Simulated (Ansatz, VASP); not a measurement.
**CaInH: VASP beside Ansatz**

File INCAR:

```
SYSTEM = CaInH
PREC     = Accurate       ! precision mode
ENCUT    = 600            ! plane-wave cutoff, eV
EDIFF    = 1E-6           ! SCF threshold, eV
ISMEAR   = 0              ! smearing method
SIGMA    = 0.1            ! smearing width, eV
LREAL    = .FALSE.        ! projectors in reciprocal space
LASPH    = .TRUE.         ! aspherical terms in the spheres
NELM     = 60             ! most SCF steps
ALGO     = Normal         ! electronic algorithm
ISIF     = 3              ! what is computed and relaxed
LWAVE    = .FALSE.        ! write WAVECAR
LCHARG   = .FALSE.        ! write CHGCAR
GGA      = PE             ! functional
IBRION   = 2              ! ionic algorithm
NSW      = 100            ! ionic steps
EDIFFG   = -0.01          ! ionic threshold
```

File KPOINTS:

```
Automatic mesh
0
G
  10 10 12
  0 0 0
```

POSCAR

```
CaInH
1.0
    4.7881607188      0.0000000000      0.0000000000
    0.0000000000      4.7881607188      0.0000000000
    0.0000000000      0.0000000000      4.0384430008
Ca In H
1 1 1
Direct
    0.5000000000      0.5000000000      0.5000000000
    0.0000000000      0.0000000000      0.5000000000
    0.5000000000      0.5000000000      0.0000000000
```

Input for Ansatz:

```yaml
crystal:
  lattice:
    - [4.7881607188, 0.0, 0.0]
    - [0.0, 4.7881607188, 0.0]
    - [0.0, 0.0, 4.0384430008]
  atoms:
    - { symbol: Ca, position: [0.5, 0.5, 0.5] }
    - { symbol: In, position: [0.0, 0.0, 0.5] }
    - { symbol: H, position: [0.5, 0.5, 0.0] }
basis:
  ecutwfc: 420
kpoints:
  mp_grid: { grid: [10, 10, 12] }
hamiltonian:
  xc: pbe
scf:
  occupations: { method: gaussian, width: 0.1 }
output:
  forces: true
  stress: true
  eigenvalues: true
relax:
  adjacent_minimum: "off"
  f_tol: 0.01
  max_steps: 80
  cell: { stress_tol: 0.05 }
```

Alike in both runs: task relaxation of cell and atoms; functional PBE; k mesh 10 × 10 × 12; occupations gaussian, width 0.1 eV; no spin polarisation.

|  | VASP | Ansatz |
| --- | --- | --- |
| version | VASP 6.6.1 | Ansatz 0.2.0 |
| potentials or method | VASP PAW PBE potentials, release 64 (Ca_sv, In_d, H) | scalar-relativistic, plane waves, PAW |
| plane-wave cutoff (eV) | 600 | 420 |
| valence electrons in the cell | 24 | 24 |

|  | VASP | Ansatz | Ansatz less VASP |
| --- | --- | --- | --- |
| gap on the k mesh at the Fermi level, each at its own relaxed structure (eV) | none | none | - |
| relaxed volume (Å³/atom) | 30.51 | 30.51 | +0.005 |
| relaxed cell length with the largest relative difference (Å) | 4.112 | 4.107 | -0.0044 |
| energy change over the relaxation (meV/atom) | -3 | -3 | +0.2 |

A gap of «none» marks a metal or a gap that the smearing closes.
